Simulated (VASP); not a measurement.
Consider the following.

```
CELL_PARAMETERS angstrom
      5.03623     0.00000     0.00000
      0.00000     5.03623     0.00000
      0.00000     0.00000     5.03623
ATOMIC_POSITIONS crystal
  W  0.00000 0.00000 0.00000
  W  0.50000 0.50000 0.50000
  W  0.00000 0.50000 0.25000
  W  0.00000 0.50000 0.75000
  W  0.25000 0.00000 0.50000
  W  0.75000 0.00000 0.50000
  W  0.50000 0.75000 0.00000
  W  0.50000 0.25000 0.00000
```

These are PBEsol GGA, VASP's PBE PAW potentials (set 64) (plane waves; VASP 6.6.1) values and carry that method's errors. Numerical set-up: 400 eV cut-off, 7×7×7 Γ-centred mesh, tetrahedra with Blöchl corrections, potentials W_sv.

The cores are frozen, which limits the accuracy of field gradients.

Question: Give the principal components of the electric field gradient (V/Å²) and the asymmetry η at each nucleus.

Answer: 
```tsv
atom	Vxx	Vyy	Vzz	η
W1	0.0	0.0	0.0	-
W2	0.0	0.0	0.0	-
W3	12.6	12.6	-25.2	0.00
W4	12.6	12.6	-25.2	0.00
W5	12.6	12.6	-25.2	0.00
W6	12.6	12.6	-25.2	0.00
W7	12.6	12.6	-25.2	0.00
W8	12.6	12.6	-25.2	0.00
```

The structure comes from a measured W entry (Pm-3n) of the Crystallography Open Database, whose conditions weren't checked. It was relaxed first.
